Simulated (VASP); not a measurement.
Level of theory: PW91 GGA, VASP's PBE PAW potentials (set 64) (plane waves; VASP).

VASP ran on this input.

File POSCAR:
```
BaZrO3
1
    4.1480005009     0.0000000000     0.0000000000
    0.0000000000     4.1480005009     0.0000000000
    0.0000000000     0.0000000000     4.1480005009
Ba Zr O
1 1 3
Direct
  0.0000000000   0.0000000000   0.0000000000
  0.5000000000   0.5000000000   0.5000000000
  0.5000000000   0.0000000000   0.5000000000
  0.0000000000   0.5000000000   0.5000000000
  0.5000000000   0.5000000000   0.0000000000
```

File KPOINTS:
```
Automatic mesh
0
gamma
5 5 5
0 0 0
```

INCAR:
```
ISMEAR = 0
ALGO = Normal   # blocked Davidson
ENCUT = 520   # plane-wave cut-off (eV)
PREC = Accurate
LREAL = .FALSE.   # projection in real space or not
LMAXMIX = 4
LWAVE = .FALSE.
NELM = 100   # most electronic steps
ISIF = 2
LASPH = .TRUE.
LCHARG = .FALSE.
EDIFF = 1E-7   # SCF stop (eV)
GGA = 91   # PW91
SYSTEM = BaZrO3
SIGMA = 0.05   # width (eV)
```

POTCAR, in this order: Ba_sv Zr_sv O (PBE.64 set). Program: vasp_std.

What will the output report for the number of irreducible k-points (NKPTS), largest plane-wave count, number of space-group operations, FFT grid (NGX, NGY, NGZ)?

| Item | Result |
|---|---|
| number of irreducible k-points (NKPTS) | 10 |
| largest plane-wave count | 1935 |
| number of space-group operations | 48 |
| FFT grid (NGX, NGY, NGZ) | 32 × 32 × 32 |

The compound is BaZrO3 in the cubic perovskite structure. This cell is one point of a volume scan, at 0.94 of the reference volume.
